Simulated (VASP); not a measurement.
VASP input:

KPOINTS:
```
Automatic mesh
0
Gamma
4 4 4
0 0 0
```

INCAR:
```
ALGO = Normal
EDIFF = 1E-6
EDIFFG = -0.02
ENCUT = 400
GGA = PS
IBRION = 2
ISIF = 3
ISMEAR = 0
LASPH = .TRUE.
LCHARG = .FALSE.
LMAXMIX = 4
LREAL = .FALSE.
LWAVE = .FALSE.
NELM = 100
NSW = 60
PREC = Accurate
SIGMA = 0.05
SYSTEM = Ga3InAs4
```

File POSCAR:
```
Ga3InAs4
1.0
  5.7649125343   0.0000000000   0.0000000000
  0.0000000000   5.7649125343   0.0000000000
  0.0000000000   0.0000000000   5.7649125343
In As Ga
1 4 3
direct
  0.0000000000   1.0000000000   1.0000000000
  0.2595866231   0.2595866231   0.2595866231
  0.7404133769   0.7404133769   0.2595866231
  0.7404133769   0.2595866231   0.7404133769
  0.2595866231   0.7404133769   0.7404133769
  0.5000000000   0.5000000000   1.0000000000
  0.5000000000   1.0000000000   0.5000000000
  0.0000000000   0.5000000000   0.5000000000
```

POTCAR, in this order: In_d As Ga_d (PBE.64 set). Program: vasp_std.

### Question
Write an equivalent input for Quantum ESPRESSO's pw.x.

### Answer
One equivalent input (not run):
```
&CONTROL
  calculation = 'vc-relax'
  pseudo_dir = './pseudo'
  outdir = './out'
  tprnfor = .true.
  tstress = .true.
  nstep = 60
  forc_conv_thr = 0.00078
/
&SYSTEM
  ibrav = 0
  nat = 8
  ntyp = 3
  ecutwfc = 84
  occupations = 'smearing'
  smearing = 'gaussian'
  degauss = 0.003675
  input_dft = 'pbesol'
/
&ELECTRONS
  conv_thr = 7.3e-08
  electron_maxstep = 100
/
&IONS
/
&CELL
/
ATOMIC_SPECIES
  In 114.818 In.upf
  As 74.922 As.upf
  Ga 69.723 Ga.upf
CELL_PARAMETERS angstrom
     5.7649125    0.0000000    0.0000000
     0.0000000    5.7649125    0.0000000
    -0.0000000    0.0000000    5.7649125
ATOMIC_POSITIONS crystal
  In   0.0000000  1.0000000  1.0000000
  As   0.2595866  0.2595866  0.2595866
  As   0.7404134  0.7404134  0.2595866
  As   0.7404134  0.2595866  0.7404134
  As   0.2595866  0.7404134  0.7404134
  Ga   0.5000000  0.5000000  1.0000000
  Ga   0.5000000  1.0000000  0.5000000
  Ga   0.0000000  0.5000000  0.5000000
K_POINTS automatic
  4 4 4 0 0 0
```
The two are equivalent in intent, not identical: the potentials are each code's own (VASP's PAW set, PseudoDojo norm-conserving files in pw.x), so ENCUT and ecutwfc are chosen apart and not converted; conv_thr bounds pw.x's estimated SCF error, while EDIFF bounds the energy change between steps; forc_conv_thr acts on force components and is met together with etot_conv_thr.

The structure was generated: Ga3InAs4 was put into an ordered model structure (P-43m), which need not be its known phase. It was relaxed first. The start is the result of an earlier pass.
